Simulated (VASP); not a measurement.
Data:

```
CELL_PARAMETERS angstrom
      4.27587     0.00000     0.00000
      0.00000     4.27587     0.00000
      0.00000     0.00000     4.27587
ATOMIC_POSITIONS crystal
  Cu 0.75000 0.25000 0.75000
  Cu 0.25000 0.75000 0.75000
  Cu 0.75000 0.75000 0.25000
  Cu 0.25000 0.25000 0.25000
  O  0.00000 0.00000 0.00000
  O  0.50000 0.50000 0.50000
```

Computed with PBEsol GGA, VASP's PBE PAW potentials (set 64) (plane waves; VASP). Numerical set-up: 520 eV cut-off, 5×5×5 Γ-centred mesh, Gaussian smearing of 0.050 eV, potentials Cu O.

Q: Give the stress tensor in GPa (positive for a compressed cell).

A: 
```
-3.72   0.00   0.00
 0.00  -3.72   0.00
 0.00   0.00  -3.72
```
The pressure is its mean diagonal, -3.72 GPa.

The compound is Cu2O in the cuprite structure. This cell is one point of a volume scan, at 1.03 of the reference volume.
